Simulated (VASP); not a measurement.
Consider the following.

```
SnO2
1.0
    3.19942     0.00000     0.00000
   -1.59971     2.77078     0.00000
    0.00000     0.00000     4.79808
Sn O
1 2
Direct
  0.00000   0.00000   0.00000
  0.33333   0.66667   0.20656
  0.66667   0.33333   0.79344
```

Level of theory: r2SCAN meta-GGA, VASP's PBE PAW potentials (set 64) (plane waves; VASP). Settings: 520 eV cut-off, 9×9×5 Γ-centred mesh, tetrahedra with Blöchl corrections, potentials Sn_d O.

The cores are frozen, which limits the accuracy of field gradients.

Problem. Give the principal components of the electric field gradient (V/Å²) and the asymmetry η at each nucleus.

Solution. 
| atom | Vxx | Vyy | Vzz | η |
|---|---|---|---|---|
| Sn1 | -64.3 | -64.3 | 128.6 | 0.00 |
| O2 | 34.4 | 34.4 | -68.8 | 0.00 |
| O3 | 34.4 | 34.4 | -68.8 | 0.00 |

The structure was generated: SnO2 was put into the CdI2 type (P-3m1), which need not be its known phase. It was relaxed first, which changed the volume by +12 %.
